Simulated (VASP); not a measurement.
# Relaxed cell of Rhodium: a test of cutoff and mesh

Aim: test the relaxed volume of Rhodium against cutoff and mesh. The starting structure is a measured crystal structure from the Crystallography Open Database. The first relaxation on each setting starts from this cell expanded by 3 % in volume.

Calculated with VASP 6.6.1; Kohn-Sham DFT with plane waves and PAW; PBEsol.

### Step 1. The structure

The structure is cubic, space group Fm-3m (No. 225). Conventional cell: a = 3.803 Å, b = 3.803 Å, c = 3.803 Å, α = 90.00°, β = 90.00°, γ = 90.00°. Rh has 12 Rh at 2.69 Å nearest.

### Step 2. Reference relaxation

This run starts from the cell of an earlier relaxation, which isn't shown; the restart sets up the plane waves anew.

Input file INCAR:

```
SYSTEM = Rh
PREC = Accurate
ENCUT = 450
EDIFF = 1E-06
NELM = 100
ISMEAR = 1
SIGMA = 0.15
LREAL = .FALSE.
ALGO = Normal
GGA = PS
NBANDS = 13
LORBIT = 11
LWAVE = .FALSE.
LCHARG = .FALSE.
KPAR = 4
IBRION = 2
NSW = 50
ISIF = 3
EDIFFG = -0.004
```

Input file POSCAR:

```
Rh
1.0
    0.0000000000      1.8897040445      1.8897040445
    1.8897040445      0.0000000000      1.8897040445
    1.8897040445      1.8897040445      0.0000000000
Rh
1
Direct
    0.0000000000      0.0000000000      0.0000000000
```

Input file KPOINTS:

```
Automatic mesh
0
Gamma
20 20 20
0 0 0
```

The projector-augmented-wave data sets are Rh_pv (PBE family, release 64).

Launch:

```sh
> mpirun -np 4 vasp_std
```

The program printed:

```text
[banner, memory and clock lines left out]
running    4 mpi-ranks, on    1 nodes
 distrk:  each k-point on    1 cores,    4 groups
 distr:  one band on    1 cores,    1 groups

 POSCAR found type information on POSCAR Rh
 POSCAR found :  1 types and       1 ions
|                                                                             |
|               ----> ADVICE to this user running VASP <----                  |
|                                                                             |
|     You enforced a specific xc type in the INCAR file but a different       |
|     [... a line on the potential file left out ...]
|     I HOPE YOU KNOW WHAT YOU ARE DOING!                                     |
|                                                                             |

 LDA part: xc-table for (Slater+PW92), standard interpolation
 POSCAR, INCAR and KPOINTS ok, starting setup
 FFT: planning ... GRIDC
 FFT: planning ... GRID_SOFT
 FFT: planning ... GRID
 WAVECAR not read
 entering main loop
       N       E                     dE             d eps       ncg     rms          rms(c)
DAV:   1     0.108938179282E+03    0.10894E+03   -0.82912E+03  6687   0.112E+03
DAV:   2    -0.737773085617E+01   -0.11632E+03   -0.11114E+03  7111   0.336E+02
DAV:   3    -0.876446454904E+01   -0.13867E+01   -0.13841E+01  7906   0.410E+01
DAV:   4    -0.877099589202E+01   -0.65313E-02   -0.65304E-02  7719   0.290E+00
DAV:   5    -0.877107406516E+01   -0.78173E-04   -0.78163E-04  8071   0.285E-01    0.115E+01
DAV:   6    -0.815896109108E+01    0.61211E+00   -0.10277E+00  7806   0.149E+01    0.381E+00
DAV:   7    -0.814298771722E+01    0.15973E-01   -0.10691E-01  8031   0.260E+00    0.154E+00
DAV:   8    -0.813843864246E+01    0.45491E-02   -0.10295E-02  7456   0.146E+00    0.138E-01
DAV:   9    -0.813802352358E+01    0.41512E-03   -0.95831E-04  8016   0.447E-01    0.207E-02
DAV:  10    -0.813802815980E+01   -0.46362E-05   -0.94107E-06  7764   0.387E-02    0.728E-03
DAV:  11    -0.813802811691E+01    0.42889E-07   -0.14688E-06  6836   0.148E-02
   1 F= -.81380281E+01 E0= -.81383390E+01  d E =-.813803E+01
 curvature:   0.00 expect dE= 0.000E+00 dE for cont linesearch  0.000E+00
 trial: gam= 0.00000 g(F)=  0.305E-61 g(S)=  0.211E-04 ort = 0.000E+00 (trialstep = 0.100E+01)
 search vector abs. value=  0.211E-04
 bond charge predicted
       N       E                     dE             d eps       ncg     rms          rms(c)
DAV:   1    -0.813893934016E+01   -0.91118E-03   -0.12207E-02  6856   0.166E+00    0.224E-01
DAV:   2    -0.813801086146E+01    0.92848E-03   -0.18912E-03  6871   0.608E-01    0.366E-02
DAV:   3    -0.813800521773E+01    0.56437E-05   -0.23475E-05  7591   0.603E-02    0.208E-02
DAV:   4    -0.813801032276E+01   -0.51050E-05   -0.63880E-06  7056   0.297E-02    0.159E-03
DAV:   5    -0.813801012993E+01    0.19283E-06   -0.12627E-07  4268   0.519E-03
   2 F= -.81380101E+01 E0= -.81383189E+01  d E =0.179870E-04
 trial-energy change:    0.000018  1 .order    0.000018   -0.000021    0.000057
 step:   0.2708(harm=  0.2708)  dis= 0.00000  next Energy=    -8.138031 (dE=-0.286E-05)
 bond charge predicted
       N       E                     dE             d eps       ncg     rms          rms(c)
DAV:   1    -0.813852673825E+01   -0.51642E-03   -0.64962E-03  6846   0.121E+00    0.162E-01
DAV:   2    -0.813803678179E+01    0.48996E-03   -0.10092E-03  6851   0.444E-01    0.270E-02
DAV:   3    -0.813803174230E+01    0.50395E-05   -0.12110E-05  7456   0.433E-02    0.153E-02
DAV:   4    -0.813803056622E+01    0.11761E-05   -0.33578E-06  7021   0.216E-02    0.112E-03
DAV:   5    -0.813803064953E+01   -0.83310E-07   -0.62394E-08  3758   0.363E-03
   3 F= -.81380306E+01 E0= -.81383409E+01  d E =-.253262E-05
 curvature:  -0.14 expect dE=-0.243E-07 dE for cont linesearch -0.243E-07
 trial: gam= 0.00000 g(F)=  0.493E-62 g(S)=  0.179E-06 ort =-0.195E-05 (trialstep = 0.854E+00)
 search vector abs. value=  0.179E-06
 reached required accuracy - stopping structural energy minimisation
```

The job ended after 30 s (4 MPI ranks of AMD EPYC 7R43, shared host; peak memory 0.48 GiB; 1.9 min of CPU time).

Lines that name or quote the potential files are left out of all logs, and their timing lines are given in words.

From OUTCAR (step 2):

```text
ion  position               nearest neighbor table
   1  0.000  0.000  0.000-

  LATTYP: Found a face centered cubic cell.
 ALAT       =     3.7794080890

 Subroutine GETGRP returns: Found 48 space group operations
 (whereof 48 operations were pure point group operations)

The static configuration has the point symmetry O_h .

 Found    256 irreducible k-points:

   k-points           NKPTS =    256   k-points in BZ     NKDIM =    256   number of bands    NBANDS=     13

   dimension x,y,z NGX =    18 NGY =   18 NGZ =   18
   dimension x,y,z NGXF=    36 NGYF=   36 NGZF=   36

   ENCUT  =  450.0 eV  33.07 Ry    5.75 a.u.   4.62  4.62  4.62*2*pi/ulx,y,z

   NELECT =      15.0000    total number of electrons

 k-points in reciprocal lattice and weights: Automatic mesh
   0.00000000  0.00000000  0.00000000       0.000
   0.05000000  0.00000000  0.00000000       0.001
   0.10000000  0.00000000  0.00000000       0.001
   0.15000000  0.00000000  0.00000000       0.001
   0.20000000  0.00000000  0.00000000       0.001
   0.25000000  0.00000000  0.00000000       0.001
   0.30000000  0.00000000  0.00000000       0.001
   0.35000000  0.00000000  0.00000000       0.001
   0.40000000  0.00000000  0.00000000       0.001
[...]
-0.30000000  0.50000000  0.20000000       0.002
  -0.25000000  0.50000000  0.25000000       0.001

 average (electrostatic) potential at core
       1 -70.4338

 E-fermi :  12.1120

 k-point     1 :       0.0000    0.0000    0.0000
  band No.  band energies     occupation
    ...
      5       8.9183      2.00000
      6       8.9183      2.00000
      7       8.9183      2.00000
      8      11.0996      2.00000
      9      11.0996      2.00000
     10      28.0255      0.00000
     11      32.4267      0.00000
     12      33.5860      0.00000
     13      33.5860      0.00000

 k-point     2 :       0.0500    0.0000    0.0000
  band No.  band energies     occupation
    ...
      5       8.8709      2.00000
      6       8.9594      2.00000
      7       8.9594      2.00000
      8      11.0757      2.00000
      9      11.0757      2.00000
     10      28.1793      0.00000
     11      32.4241      0.00000
     12      33.0050      0.00000
     13      33.7392      0.00000

 k-point     3 :       0.1000    0.0000    0.0000
  band No.  band energies     occupation
    ...
      5       8.7477      2.00000
      6       9.0702      2.00000
      7       9.0702      2.00000
      8      11.0200      2.00000
      9      11.0200      2.00000
     10      28.6027      0.00000
     11      31.7332      0.00000
     12      32.4314      0.00000
     13      34.1869      0.00000

  Total        0.0011127      0.0011127      0.0011127      0.0000000      0.0000000      0.0000000
  in kB        0.1321604      0.1321604      0.1321604      0.0000000      0.0000000      0.0000000
  external PRESSURE =       0.1321604 kB  Pullay stress =       0.0000000 kB

  energy-cutoff  :      450.00
  volume of cell :       13.49
      direct lattice vectors                 reciprocal lattice vectors
     0.000000000  1.889405617  1.889405617    -0.264633489  0.264633489  0.264633489
     1.889405617 -0.000000000  1.889405617     0.264633489 -0.264633489  0.264633489
     1.889405617  1.889405617  0.000000000     0.264633489  0.264633489 -0.264633489

 POSITION                                       TOTAL-FORCE (eV/Angst)
 -----------------------------------------------------------------------------------
      0.00000      0.00000      0.00000        -0.000000     -0.000000     -0.000000
 -----------------------------------------------------------------------------------
    total drift:                                0.000000     -0.000000      0.000000

  FREE ENERGIE OF THE ION-ELECTRON SYSTEM (eV)
  ---------------------------------------------------
  free  energy   TOTEN  =        -8.1380306495 eV

  energy  without entropy=       -8.1389615213  energy(sigma->0) =       -8.13834094

 reached required accuracy - stopping structural energy minimisation

 total charge
# of ion       s       p       d       tot
------------------------------------------
    1        0.417   6.317   7.076  13.810

[... 3 further parts left out ...]
```

CONTCAR:

```
Rh
   1.00000000000000
     0.0000000000000000    1.8894056170465814    1.8894056170465814
     1.8894056170465814   -0.0000000000000000    1.8894056170465814
     1.8894056170465814    1.8894056170465814    0.0000000000000000
  Rh
     1
Direct
     0.0000000000000000    0.0000000000000000    0.0000000000000000
```

This run has no spin polarisation. Its electron count is odd, so without a moment it is a metal by construction. The PAW data sets were made with PBE, which is usual practice but a small mismatch for other functionals. The run keeps the 48 symmetry operations of its start, so it cannot find a distortion of lower symmetry.

The reference relaxation ends at 13.490 Å³ an atom. Pressures at 0.985 and 1.015 times this volume, from two more relaxations that aren't shown, give a bulk modulus of 297.2 GPa.

### Step 3. Relaxation with a cutoff of 250 eV

Against step 2 the input has ENCUT = 250. This run starts from the cell of an earlier relaxation, which isn't shown; the restart sets up the plane waves anew.

Edit INCAR of step 2 so:

```diff
@@ -2,3 +2,3 @@
 PREC = Accurate
-ENCUT = 450
+ENCUT = 250
 EDIFF = 1E-06
```

Input file POSCAR:

```
Rh
1.0
    0.0000000000      1.8809122982      1.8809122982
    1.8809122982      0.0000000000      1.8809122982
    1.8809122982      1.8809122982      0.0000000000
Rh
1
Direct
    0.0000000000      0.0000000000      0.0000000000
```

KPOINTS is that of step 2.

Launch:

```sh
> mpirun -np 4 vasp_std
```

The program printed:

```text
[banner, memory and clock lines left out]
running    4 mpi-ranks, on    1 nodes
[...]
[... a notice as in an earlier step ...]

 LDA part: xc-table for (Slater+PW92), standard interpolation
 POSCAR, INCAR and KPOINTS ok, starting setup
[...]
entering main loop
       N       E                     dE             d eps       ncg     rms          rms(c)
DAV:   1     0.648987436498E+02    0.64899E+02   -0.60369E+03  7027   0.734E+02
DAV:   2    -0.804222113951E+01   -0.72941E+02   -0.69878E+02  7316   0.247E+02
DAV:   3    -0.875309615154E+01   -0.71088E+00   -0.71027E+00  7711   0.270E+01
DAV:   4    -0.875551186964E+01   -0.24157E-02   -0.24153E-02  7821   0.154E+00
[...]
DAV:   9    -0.812749102073E+01    0.40155E-03   -0.92397E-04  8006   0.424E-01    0.171E-02
DAV:  10    -0.812749656269E+01   -0.55420E-05   -0.82883E-06  7682   0.343E-02    0.984E-03
DAV:  11    -0.812749624240E+01    0.32029E-06   -0.18667E-06  7456   0.176E-02
   1 F= -.81274962E+01 E0= -.81277896E+01  d E =-.812750E+01
[... from here on, the cycles between the ionic steps are left out ...]
   2 F= -.80787713E+01 E0= -.80789777E+01  d E =0.487250E-01
   3 F= -.81304450E+01 E0= -.81307225E+01  d E =-.294875E-02
   4 F= -.81304448E+01 E0= -.81307219E+01  d E =-.294858E-02
[...]
reached required accuracy - stopping structural energy minimisation
```

It took 21 s on 4 MPI ranks; peak memory 0.39 GiB; 78 s of CPU time.

From OUTCAR (step 3):

```text
  Total        0.0036584      0.0036584      0.0036584      0.0000000     -0.0000000      0.0000000
  in kB        0.4461572      0.4461572      0.4461572      0.0000000     -0.0000000      0.0000000
  external PRESSURE =       0.4461572 kB  Pullay stress =       0.0000000 kB

 POSITION                                       TOTAL-FORCE (eV/Angst)
 -----------------------------------------------------------------------------------
      1.87281     -0.00000      1.87281         0.000000      0.000000      0.000000
 -----------------------------------------------------------------------------------
    total drift:                                0.000000     -0.000000      0.000000

  FREE ENERGIE OF THE ION-ELECTRON SYSTEM (eV)
  ---------------------------------------------------
  free  energy   TOTEN  =        -8.1304448241 eV

  energy  without entropy=       -8.1312759847  energy(sigma->0) =       -8.13072188

[... 2 parts as in an earlier step ...]

[... 2 further parts left out ...]
[key lines of the parts left out:]
E-fermi :  12.6204
```

With a cutoff of 250 eV the cell ends at 13.137 Å³ an atom, -2.61 % from the reference, and since the restart alone still moved it by -1.3 % it may not have settled; the bulk modulus is 319.3 GPa against 297.2 GPa.

### Step 4. Relaxation with an 11×11×11 mesh

Against step 2 the input has an 11×11×11 mesh. This run starts from the cell of an earlier relaxation, which isn't shown; the restart sets up the plane waves anew.

Edit INCAR of step 3 so:

```diff
@@ -2,3 +2,3 @@
 PREC = Accurate
-ENCUT = 250
+ENCUT = 450
 EDIFF = 1E-06
```

Input file POSCAR:

```
Rh
1.0
    0.0000000000      1.8907307036      1.8907307036
    1.8907307036      0.0000000000      1.8907307036
    1.8907307036      1.8907307036      0.0000000000
Rh
1
Direct
    0.0000000000      0.0000000000      0.0000000000
```

Input file KPOINTS:

```
Automatic mesh
0
Gamma
11 11 11
0 0 0
```

Launch:

```sh
> mpirun -np 4 vasp_std
```

The program printed:

```text
[... set-up lines as in an earlier step ...]
 entering main loop
       N       E                     dE             d eps       ncg     rms          rms(c)
DAV:   1     0.106661009017E+03    0.10666E+03   -0.83565E+03  1472   0.111E+03
DAV:   2    -0.743019708505E+01   -0.11409E+03   -0.10915E+03  1561   0.332E+02
DAV:   3    -0.874371418546E+01   -0.13135E+01   -0.13112E+01  1761   0.398E+01
DAV:   4    -0.874986151056E+01   -0.61473E-02   -0.61465E-02  1671   0.282E+00
[...]
DAV:  10    -0.812621952727E+01   -0.42115E-05   -0.57020E-06  1744   0.312E-02    0.934E-03
DAV:  11    -0.812621812391E+01    0.14034E-05   -0.28422E-07  1193   0.536E-03    0.692E-04
DAV:  12    -0.812621811425E+01    0.96634E-08   -0.81447E-09  1033   0.107E-03
   1 F= -.81262181E+01 E0= -.81250802E+01  d E =-.812622E+01
[...]
N       E                     dE             d eps       ncg     rms          rms(c)
DAV:   1    -0.812731688298E+01   -0.10988E-02   -0.14948E-02  1486   0.183E+00    0.247E-01
DAV:   2    -0.812620369975E+01    0.11132E-02   -0.22346E-03  1496   0.662E-01    0.411E-02
DAV:   3    -0.812619343019E+01    0.10270E-04   -0.37186E-05  1631   0.753E-02    0.227E-02
DAV:   4    -0.812619896095E+01   -0.55308E-05   -0.76998E-06  1576   0.329E-02    0.178E-03
DAV:   5    -0.812619876563E+01    0.19532E-06   -0.16666E-07   968   0.594E-03
   2 F= -.81261988E+01 E0= -.81250596E+01  d E =0.193486E-04
 trial-energy change:    0.000019  1 .order    0.000020   -0.000026    0.000066
 step:   0.2810(harm=  0.2810)  dis= 0.00000  next Energy=    -8.126222 (dE=-0.364E-05)
[...]
N       E                     dE             d eps       ncg     rms          rms(c)
DAV:   1    -0.812680239923E+01   -0.60344E-03   -0.77368E-03  1496   0.132E+00    0.176E-01
DAV:   2    -0.812623063377E+01    0.57177E-03   -0.11458E-03  1486   0.477E-01    0.300E-02
DAV:   3    -0.812622318195E+01    0.74518E-05   -0.17459E-05  1621   0.528E-02    0.164E-02
DAV:   4    -0.812622189925E+01    0.12827E-05   -0.38427E-06  1561   0.231E-02    0.118E-03
DAV:   5    -0.812622197609E+01   -0.76840E-07   -0.69905E-08   833   0.381E-03
   3 F= -.81262220E+01 E0= -.81250837E+01  d E =-.386184E-05
[...]
reached required accuracy - stopping structural energy minimisation
```

Run time: 9 s. Hardware: 4 MPI ranks; peak memory 0.37 GiB; 32 s of CPU time.

OUTCAR, selected parts (step 4):

```text
  Total        0.0006844      0.0006844      0.0006844     -0.0000000      0.0000000      0.0000000
  in kB        0.0811585      0.0811585      0.0811585     -0.0000000      0.0000000      0.0000000
  external PRESSURE =       0.0811585 kB  Pullay stress =       0.0000000 kB

 POSITION                                       TOTAL-FORCE (eV/Angst)
 -----------------------------------------------------------------------------------
      0.00000      0.00000      0.00000         0.000000     -0.000000     -0.000000
 -----------------------------------------------------------------------------------
    total drift:                                0.000000     -0.000000      0.000000

  FREE ENERGIE OF THE ION-ELECTRON SYSTEM (eV)
  ---------------------------------------------------
  free  energy   TOTEN  =        -8.1262219761 eV

  energy  without entropy=       -8.1228070908  energy(sigma->0) =       -8.12508368

[... 1 part as in an earlier step ...]

[... 3 further parts left out ...]
[key lines of the parts left out:]
E-fermi :  12.0796
```

With an 11×11×11 mesh the cell ends at 13.511 Å³ an atom, +0.16 % from the reference; the bulk modulus is 295.2 GPa against 297.2 GPa.

[end of part 1 of 2]

[Lines on the potential files, build, host, timing and source positions are cut from VASP's logs without a mark.]

[Logs are printed without paths, hosts, clocks, repeated set-up lines and the standing remarks that a program may print on its own settings, such as how far it seeks lower states.]

[Hosts, paths, dates, database ids (printed as entryN), source tags and the programs' standing remarks are cut or masked in the printed files.]
